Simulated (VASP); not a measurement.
A convergence study with VASP on V (bcc): one setting is varied, all else stays as given below, so the limit is that of these other settings.

```xyz
1
Lattice="-1.5150 1.5150 1.5150 1.5150 -1.5150 1.5150 1.5150 1.5150 -1.5150" Properties=species:S:1:pos:R:3 pbc="T T T"
V      0.0000     0.0000     0.0000
```

The numbers are results of PBEsol GGA, VASP's PBE PAW potentials (set 64) (plane waves; VASP 6.6.1), not measurements. The tightest run used: 550 eV cut-off, 27×27×27 Γ-centred mesh, tetrahedra with Blöchl corrections, potentials V_sv.

The settings run are 4×4×4 mesh; 5×5×5 mesh; 6×6×6 mesh; 7×7×7 mesh; 8×8×8 mesh; 9×9×9 mesh; 10×10×10 mesh; 11×11×11 mesh; 12×12×12 mesh; 13×13×13 mesh; 14×14×14 mesh; 15×15×15 mesh; 16×16×16 mesh; 17×17×17 mesh; 18×18×18 mesh; 19×19×19 mesh; 20×20×20 mesh; 21×21×21 mesh; 22×22×22 mesh; 23×23×23 mesh; 24×24×24 mesh; 25×25×25 mesh; 26×26×26 mesh; 27×27×27 mesh. From which on does the energy per atom stay within 0.001 eV/atom of the tightest run?

From 15×15×15 mesh on: it is off by 0.0005 there and by no more than 0.001 in any finer run, while 14×14×14 mesh is off by 0.0015.
| setting | E (eV/atom) | pressure (GPa) | irreducible k-points | difference judged (eV/atom) |
|---|---|---|---|---|
| 4×4×4 mesh | -9.7075 | -14.23 | 8 | 0.1110 |
| 5×5×5 mesh | -9.5768 | -11.98 | 10 | 0.0197 |
| 6×6×6 mesh | -9.6206 | -11.87 | 16 | 0.0241 |
| 7×7×7 mesh | -9.6204 | -12.53 | 20 | 0.0239 |
| 8×8×8 mesh | -9.6077 | -12.64 | 29 | 0.0111 |
| 9×9×9 mesh | -9.6004 | -12.21 | 35 | 0.0039 |
| 10×10×10 mesh | -9.6019 | -12.07 | 47 | 0.0054 |
| 11×11×11 mesh | -9.5993 | -12.15 | 56 | 0.0028 |
| 12×12×12 mesh | -9.5979 | -12.18 | 72 | 0.0014 |
| 13×13×13 mesh | -9.5983 | -12.09 | 84 | 0.0018 |
| 14×14×14 mesh | -9.5980 | -12.14 | 104 | 0.0015 |
| 15×15×15 mesh | -9.5970 | -12.14 | 120 | 0.0005 |
| 16×16×16 mesh | -9.5966 | -12.11 | 145 | 0.0001 |
| 17×17×17 mesh | -9.5967 | -12.09 | 165 | 0.0002 |
| 18×18×18 mesh | -9.5967 | -12.13 | 195 | 0.0002 |
| 19×19×19 mesh | -9.5965 | -12.13 | 220 | 0.0000 |
| 20×20×20 mesh | -9.5965 | -12.12 | 256 | 0.0000 |
| 21×21×21 mesh | -9.5965 | -12.12 | 286 | 0.0000 |
| 22×22×22 mesh | -9.5965 | -12.12 | 328 | 0.0000 |
| 23×23×23 mesh | -9.5965 | -12.12 | 364 | 0.0000 |
| 24×24×24 mesh | -9.5965 | -12.16 | 413 | 0.0001 |
| 25×25×25 mesh | -9.5965 | -12.16 | 455 | 0.0001 |
| 26×26×26 mesh | -9.5965 | -12.16 | 511 | 0.0000 |
| 27×27×27 mesh | -9.5965 | -12.17 | 560 | 0.0000 |

Left out are rungs that failed or repeat a setting and relaxations that didn't move; long series are thinned to 24 rows.

The compound is V in the bcc structure. The cell was not relaxed at this level. The run is not spin-polarised, so no magnetic state was tried.
